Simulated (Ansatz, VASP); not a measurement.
# Cross-check of Te2Mo between VASP and Ansatz, part 3 of 3

Wanted: the spread between two codes on one cell, functional and k mesh. The cell is taken from a series of VASP runs on this material, whose earlier steps may have relaxed, scaled or displaced it; both programs get it as it stands.

VASP 6.6.1 and Ansatz 0.2.0.

So far. Step 5 (VASP: band structure, r2SCAN, DFT+U): The run ends at a pressure of 3.84 GPa, with forces up to 0.33 eV/Å.

## (8) VASP: band structure, r2SCAN, spin-orbit coupling

Level of this step: r2SCAN, spin-orbit coupling, no spin polarisation; plane waves and PAW (Te, Mo_sv) (VASP).

Levels along a path test the potential and the projectors away from the mesh points.

Contents of INCAR:

```
SYSTEM = Te2Mo
PREC = Accurate
ENCUT = 350
EDIFF = 1E-06
NELM = 100
ISMEAR = 0
SIGMA = 0.03
LREAL = .FALSE.
ALGO = Normal
METAGGA = R2SCAN
LASPH = .TRUE.
LNONCOLLINEAR = .TRUE.
MAGMOM = 0 0 0 0 0 0 0 0 0 0 0 0 0 0 0 0 0 0
NBANDS = 64
GGA_COMPAT = .FALSE.
LSORBIT = .TRUE.
LMAXMIX = 4
LORBIT = 11
LWAVE = .FALSE.
LCHARG = .FALSE.
KPAR = 8
```

Contents of POSCAR:

```
Te2Mo
1.0
    3.5182000000      0.0000000000      0.0000000000
   -1.7591000000      3.0468505756      0.0000000000
    0.0000000000      0.0000000000     13.9736000000
Te Mo
4 2
Direct
    0.6666666667      0.3333333333      0.3777982746
    0.3333333333      0.6666666667      0.8777982746
    0.6666666667      0.3333333333      0.1222017254
    0.3333333333      0.6666666667      0.6222017254
    0.6666666667      0.3333333333      0.7500000000
    0.3333333333      0.6666666667      0.2500000000
```

Contents of KPOINTS:

```
Automatic mesh
0
Gamma
8 8 2
0 0 0
```

Contents of KPOINTS_OPT:

```
Line mode
8
Line-mode
Reciprocal
  0.00000000   0.00000000   0.00000000 GAMMA
  0.50000000   0.00000000   0.00000000 M

  0.50000000   0.00000000   0.00000000 M
  0.33333333   0.33333333   0.00000000 K

  0.33333333   0.33333333   0.00000000 K
  0.00000000   0.00000000   0.00000000 GAMMA

  0.00000000   0.00000000   0.00000000 GAMMA
  0.00000000   0.00000000   0.50000000 A

  0.00000000   0.00000000   0.50000000 A
  0.50000000   0.00000000   0.50000000 L

  0.50000000   0.00000000   0.50000000 L
  0.33333333   0.33333333   0.50000000 H

  0.33333333   0.33333333   0.50000000 H
  0.00000000   0.00000000   0.50000000 A

  0.50000000   0.00000000   0.50000000 L
  0.50000000   0.00000000   0.00000000 M

  0.33333333   0.33333333   0.00000000 K
  0.33333333   0.33333333   0.50000000 H
```

Potentials, in the order of the species: Te and Mo_sv (PBE family, release 64).

Command:

```bash
$ mpirun -np 8 vasp_ncl
```

Numbers of over 12 decimals in the logs are rounded to 6 here.

The log of the run:

```text
[banner, memory and clock lines left out]
running    8 mpi-ranks, on    1 nodes
[...]
[... a notice as in an earlier step ...]

 [... a notice as in an earlier step ...]

 LDA part: xc-table for (None), standard interpolation
 POSCAR, INCAR and KPOINTS ok, starting setup
[...]
entering main loop
       N       E                     dE             d eps       ncg     rms          rms(c)
DAV:   1     0.209767579619E+03    0.20977E+03   -0.22991E+04  3168   0.110E+03
DAV:   2    -0.147843692467E+03   -0.35761E+03   -0.34617E+03  3200   0.302E+02
DAV:   3    -0.171106243200E+03   -0.23263E+02   -0.22770E+02  3024   0.659E+01
DAV:   4    -0.171940241101E+03   -0.83400E+00   -0.82767E+00  3384   0.114E+01
[...]
DAV:  15    -0.156149329964E+03    0.57609E-07   -0.12571E-05  2848   0.153E-02    0.313E-02
DAV:  16    -0.156149333788E+03   -0.38239E-05   -0.24708E-06  2408   0.935E-03    0.141E-02
DAV:  17    -0.156149334571E+03   -0.78354E-06   -0.94194E-08  1592   0.219E-03
   1 F= -.15614933E+03 E0= -.15614933E+03  d E =-.287247E-32  mag=     0.0000     0.0000    -0.0000
 Start KPOINTS_OPT (optional k-point list driver)
k-point batch [1-20\72]
       N       E                     dE             ncg
DAV:   1    -0.111729841132E+04   -0.23821E+05     3208
DAV:   2    -0.831096918964E+04   -0.71937E+04     3248
DAV:   3    -0.877155074468E+04   -0.46058E+03     3048
DAV:   4    -0.878761065742E+04   -0.16060E+02     3216
DAV:   5    -0.878808714024E+04   -0.47648E+00     3216
DAV:   6    -0.878809995913E+04   -0.12819E-01     3400
DAV:   7    -0.878810014139E+04   -0.18226E-03     3104
DAV:   8    -0.878810014878E+04   -0.73853E-05     2600
DAV:   9    -0.878810014915E+04   -0.37661E-06     2048
[...]
k-point batch [61-72\72]
       N       E                     dE             ncg
DAV:   1     0.561011359328E+04   -0.19537E+05     1960
DAV:   2     0.158667028558E+04   -0.40234E+04     1872
DAV:   3     0.134570615338E+04   -0.24096E+03     1880
DAV:   4     0.133875586592E+04   -0.69503E+01     1904
DAV:   5     0.133855975860E+04   -0.19611E+00     1912
DAV:   6     0.133855370023E+04   -0.60584E-02     1936
DAV:   7     0.133855353764E+04   -0.16259E-03     1848
DAV:   8     0.133855353110E+04   -0.65402E-05     1488
DAV:   9     0.133855353078E+04   -0.32085E-06     1184
```

Parts of OUTCAR (step 8):

```text
  Total        2.8199794      2.8199794      3.2576801      0.0000000      0.0000000      0.0000000
  in kB       30.1631384     30.1631384     34.8448846      0.0000000      0.0000000      0.0000000
  external PRESSURE =      31.7237205 kB  Pullay stress =       0.0000000 kB

 POSITION                                       TOTAL-FORCE (eV/Angst)
 -----------------------------------------------------------------------------------
      1.75910      1.01562      5.27920         0.000000      0.000000      0.225834
     -0.00000      2.03123     12.26600        -0.000000     -0.000000      0.225834
      1.75910      1.01562      1.70760        -0.000000      0.000000     -0.225834
     -0.00000      2.03123      8.69440        -0.000000     -0.000000     -0.225834
      1.75910      1.01562     10.48020        -0.000000     -0.000000      0.000000
     -0.00000      2.03123      3.49340         0.000000     -0.000000      0.000000
 -----------------------------------------------------------------------------------
    total drift:                               -0.000000      0.000000     -0.000000

  FREE ENERGIE OF THE ION-ELECTRON SYSTEM (eV)
  ---------------------------------------------------
  free  energy   TOTEN  =      -156.1493345714 eV

  energy  without entropy=     -156.1493345714  energy(sigma->0) =     -156.14933457

 magnetization (x)
# of ion       s       p       d       tot
------------------------------------------
    1        0.000  -0.000  -0.000  -0.000
    2       -0.000   0.000   0.000   0.000
    3       -0.000   0.000   0.000   0.000
    4        0.000  -0.000  -0.000  -0.000
    5       -0.000  -0.000   0.000   0.000
    6        0.000  -0.000  -0.000  -0.000
--------------------------------------------------
tot         -0.000  -0.000   0.000  -0.000

 magnetization (y)
# of ion       s       p       d       tot
------------------------------------------
    1        0.000   0.000   0.000   0.000
    2        0.000   0.000   0.000   0.000
    3       -0.000  -0.000   0.000  -0.000
    4        0.000   0.000   0.000   0.000
    5        0.000  -0.000  -0.000  -0.000
    6       -0.000   0.000  -0.000  -0.000
--------------------------------------------------
tot         -0.000   0.000   0.000   0.000

 magnetization (z)
# of ion       s       p       d       tot
------------------------------------------
    1        0.000   0.000   0.000   0.000
    2        0.000   0.000   0.000   0.000
    3        0.000   0.000   0.000   0.000
    4        0.000   0.000   0.000   0.000
    5        0.000   0.000   0.000   0.000
    6        0.000   0.000   0.000   0.000
--------------------------------------------------
tot          0.000   0.000   0.000   0.000

[... 1 part as in an earlier step ...]

[... 2 further parts left out ...]
[key lines of the parts left out:]
E-fermi :   8.3589
```

The run ends at a pressure of 3.17 GPa, with forces up to 0.23 eV/Å.

## (9) Ansatz: band structure, r2SCAN, spin-orbit coupling

The same cell, functional, mesh and smearing now go to Ansatz, which takes its cutoff from its data sets.

The cell is taken from a series of VASP runs on this material, whose earlier steps may have relaxed, scaled or displaced it; both programs get it as it stands.

Contents of input.yaml:

```yaml
crystal:
  lattice:
    - [3.5182, 0.0, 0.0]
    - [-1.7591, 3.0468505756, 0.0]
    - [0.0, 0.0, 13.9736]
  atoms:
    - { symbol: Te, position: [0.6666666667, 0.3333333333, 0.3777982746] }
    - { symbol: Te, position: [0.3333333333, 0.6666666667, 0.8777982746] }
    - { symbol: Te, position: [0.6666666667, 0.3333333333, 0.1222017254] }
    - { symbol: Te, position: [0.3333333333, 0.6666666667, 0.6222017254] }
    - { symbol: Mo, position: [0.6666666667, 0.3333333333, 0.75] }
    - { symbol: Mo, position: [0.3333333333, 0.6666666667, 0.25] }
hamiltonian:
  xc: r2scan
  pseudopotentials: { kind: paw_fr }
magnetization:
  noncollinear: true
  spin_orbit: true
kpoints:
  mp_grid: { grid: [8, 8, 2] }
  band_path:
    path:
      - [0.0, 0.0, 0.0]
      - [0.14286, 0.0, 0.0]
      - [0.28571, 0.0, 0.0]
      - [0.5, 0.0, 0.0]
      - [0.47619, 0.04762, 0.0]
      - [0.40476, 0.19048, 0.0]
      - [0.35714, 0.28571, 0.0]
      - [0.28571, 0.28571, 0.0]
      - [0.19048, 0.19048, 0.0]
      - [0.04762, 0.04762, 0.0]
      - [0.0, 0.0, 0.0]
      - [0.0, 0.0, 0.14286]
      - [0.0, 0.0, 0.35714]
      - [0.0, 0.0, 0.5]
      - [0.14286, 0.0, 0.5]
      - [0.28571, 0.0, 0.5]
      - [0.5, 0.0, 0.5]
      - [0.47619, 0.04762, 0.5]
      - [0.40476, 0.19048, 0.5]
      - [0.35714, 0.28571, 0.5]
      - [0.33333, 0.33333, 0.5]
      - [0.19048, 0.19048, 0.5]
      - [0.09524, 0.09524, 0.5]
      - [0.5, 0.0, 0.5]
      - [0.5, 0.0, 0.35714]
      - [0.5, 0.0, 0.14286]
      - [0.5, 0.0, 0.0]
      - [0.33333, 0.33333, 0.14286]
      - [0.33333, 0.33333, 0.28571]
      - [0.33333, 0.33333, 0.5]
    npoints: 1
scf:
  occupations: { method: gaussian, width: 0.03 }
  n_extra_bands: 18
output:
  forces: true
  stress: true
  eigenvalues: true
```

Command:

```bash
$ ansatz run input.yaml --threads 4 --pin off --max-ram 9216MiB --backend cpu --events-out ev --progress --plain --runs-dir out
```

The log of the run:

```text
[...]
non-collinear run that drives no moment, with spin-orbit: no starting moment large enough to seed its density (crystal.atoms[].spin), no starting occupations that ask for one, no magnetisation constraint and no magnetic field, so the semilocal B_xc is pinned to zero
Crystal: 6 atoms, lattice volume = 149.789 Å³
[...]
k-point 1: bands = [... 88 lower, 12.3045, 12.3045, 12.3045, 12.3045, 15.1343, 15.1343, 15.1343, 15.1343, ... 14 higher]
  k-point 2: bands = [... 88 lower, 12.1496, 12.1496, 12.1862, 12.1862, 14.7346, 14.7346, 14.7895, 14.7895, ... 14 higher]
  k-point 19: bands = [... 88 lower, 11.9849, 11.9849, 12.1828, 12.1828, 13.5286, 13.5286, 13.5507, 13.5507, ... 14 higher]
[key lines of the parts left out:]
SCF converged after 9 iterations
Magnetization: |M| = 0.0000 μB,  M = (+0.0000, +0.0000, +0.0000) μB
Free energy (F): -37859.165486 eV
Fermi energy:    12.879757 eV
P = ⅓ Tr σ = 3.3196 GPa (33.196 kbar)
```

Elapsed: 89 s, on 4 threads of Arm Neoverse V2, shared host; peak memory 2 GiB; 5.9 min of CPU time.

## (10) Comparison

What differs besides the data sets and the points named for the pairs above, as far as they apply: spin-orbit coupling enters by fully relativistic files in Ansatz and inside the spheres in VASP; the data sets hold 92 valence electrons in Ansatz (fully relativistic PAW (standard-fr) files) and 52 in VASP. Total energies have different zeros and are not compared.

Compared:

| quantity | Ansatz | VASP | difference |
| --- | --- | --- | --- |
| pressure (GPa) | 3.32 | 3.17 | +0.15 |
| gap over the path points (eV) | 0.826 | 0.820 | +0.007 |

Forces (eV/Å; atoms numbered as in POSCAR):

| atom | Ansatz x, y, z | VASP x, y, z |
| --- | --- | --- |
| Te1 | 0.000, 0.000, 0.191 | 0.000, 0.000, 0.226 |
| Te2 | 0.000, 0.000, 0.191 | 0.000, 0.000, 0.226 |
| Te3 | 0.000, 0.000, -0.191 | 0.000, 0.000, -0.226 |
| Te4 | 0.000, 0.000, -0.191 | 0.000, 0.000, -0.226 |
| Mo5 | 0.000, 0.000, 0.000 | 0.000, 0.000, 0.000 |
| Mo6 | 0.000, 0.000, 0.000 | 0.000, 0.000, 0.000 |

Levels at points of the path, from each program's valence-band top (eV; 8 filled, then empty):

| k (reciprocal lattice) | Ansatz | VASP |
| --- | --- | --- |
| 0.000 0.000 0.000 | -1.07 -1.07 -1.02 -1.02 -0.48 -0.48 0.00 0.00 2.67 2.67 2.79 2.79 2.97 2.97 | -1.09 -1.09 -1.03 -1.03 -0.48 -0.48 0.00 0.00 2.68 2.68 2.81 2.81 2.99 2.99 |
| 0.143 0.000 0.000 | -1.26 -1.26 -1.03 -1.03 -0.34 -0.34 -0.29 -0.29 2.15 2.15 2.26 2.26 2.32 2.32 | -1.27 -1.27 -1.04 -1.04 -0.34 -0.34 -0.28 -0.28 2.15 2.15 2.26 2.26 2.33 2.33 |
| 0.286 0.000 0.000 | -1.28 -1.28 -1.18 -1.18 -1.10 -1.10 -0.99 -0.99 1.22 1.22 1.71 1.71 1.86 1.86 | -1.29 -1.29 -1.19 -1.19 -1.10 -1.10 -1.00 -1.00 1.22 1.22 1.71 1.71 1.86 1.86 |
| 0.500 0.000 0.000 | -1.10 -1.10 -1.05 -1.05 -0.73 -0.73 -0.49 -0.49 1.29 1.29 1.35 1.35 1.56 1.56 | -1.10 -1.10 -1.06 -1.06 -0.74 -0.74 -0.49 -0.49 1.28 1.28 1.34 1.34 1.56 1.56 |
| 0.476 0.048 0.000 | -1.30 -1.30 -1.17 -1.17 -0.71 -0.71 -0.45 -0.45 1.33 1.33 1.34 1.34 1.56 1.56 | -1.31 -1.31 -1.18 -1.18 -0.71 -0.71 -0.46 -0.46 1.32 1.32 1.33 1.33 1.56 1.56 |
| 0.405 0.190 0.000 | -2.08 -2.08 -1.79 -1.79 -0.57 -0.57 -0.28 -0.28 1.19 1.19 1.30 1.30 1.77 1.77 | -2.08 -2.08 -1.79 -1.79 -0.58 -0.58 -0.29 -0.29 1.19 1.19 1.30 1.30 1.77 1.77 |
| 0.357 0.286 0.000 | -2.08 -2.08 -1.93 -1.93 -0.42 -0.42 -0.12 -0.12 1.01 1.01 1.05 1.05 1.36 1.36 | -2.08 -2.08 -1.93 -1.93 -0.43 -0.43 -0.13 -0.13 1.00 1.00 1.04 1.04 1.35 1.35 |
| 0.286 0.286 0.000 | -2.04 -2.04 -1.82 -1.82 -0.53 -0.53 -0.25 -0.25 1.07 1.07 1.24 1.24 1.44 1.44 | -2.03 -2.03 -1.81 -1.81 -0.54 -0.54 -0.26 -0.26 1.06 1.06 1.23 1.23 1.43 1.43 |
| 0.190 0.190 0.000 | -1.43 -1.43 -1.17 -1.17 -0.84 -0.84 -0.65 -0.65 0.83 0.83 1.54 1.54 1.61 1.61 | -1.42 -1.42 -1.17 -1.17 -0.85 -0.85 -0.66 -0.66 0.82 0.82 1.54 1.54 1.61 1.61 |
| 0.048 0.048 0.000 | -1.14 -1.14 -1.03 -1.03 -0.28 -0.28 -0.10 -0.10 2.52 2.52 2.60 2.60 2.70 2.70 | -1.15 -1.15 -1.04 -1.04 -0.27 -0.27 -0.10 -0.10 2.53 2.53 2.61 2.61 2.71 2.71 |

The forces differ by 17 meV/Å r.m.s., which is 15.5 % of the r.m.s. force of 0.11 eV/Å (both taken over all components). Among the levels compared at these points, filled levels agree within 17 meV and empty ones within 18 meV. Ansatz's pressure holds a Pulay correction of 0.03 GPa; VASP's holds none.

## (11) Other set-ups

Further runs change the set-up of one program: Ansatz's method, potentials or start, or VASP's data sets, cutoff or form of LDA. The table gives Ansatz less VASP for each quantity, since a change that brings one quantity closer may part another.

| run | r.m.s. force difference (meV/Å) | pressure (GPa) | gap over the path points (eV) |
| --- | --- | --- | --- |
| as above | 17 | 0.15 | 0.0068 |
| cores kept as stored | 17 | 0.14 | 0.0069 |
| Ansatz's larger PAW set (cutoff 640 eV) | 16 | 0.16 | 0.0070 |
| norm-conserving potentials (cutoff 1230 eV) | 15 | 0.16 | 4.0e-4 |

## (12) What came out

```
difference in gap over the path points (band structure, LDA, DFT+U)    : 0.074 eV
r.m.s. force difference (band structure, LDA, DFT+U)                   : 174 meV/Å
difference in pressure (band structure, LDA, DFT+U)                    : -2.0 GPa
difference in gap over the path points (band structure, r2SCAN, DFT+U) : 0.050 eV
r.m.s. force difference (band structure, r2SCAN, DFT+U)                : 88 meV/Å
difference in pressure (band structure, r2SCAN, DFT+U)                 : -0.85 GPa
r.m.s. force difference (band structure, r2SCAN, spin-orbit coupling)  : 17 meV/Å
```

The r.m.s. force difference is 174 meV/Å (band structure, LDA, DFT+U). Band structure, r2SCAN, spin-orbit coupling, norm-conserving potentials (cutoff 1230 eV): the difference in gap over the path points goes from 0.0068 to 4.0e-4 eV. 1 further run of this series is not shown here. How closely two codes agree says nothing of how well the functional describes the real material.

[Lines on the potential files, build, host, timing and source positions are cut from VASP's logs without a mark.]

[Logs are printed without paths, hosts, clocks, repeated set-up lines and the standing remarks that a program may print on its own settings, such as how far it seeks lower states.]

[Hosts, paths, dates, database ids (printed as entryN), source tags and the programs' standing remarks are cut or masked in the printed files.]
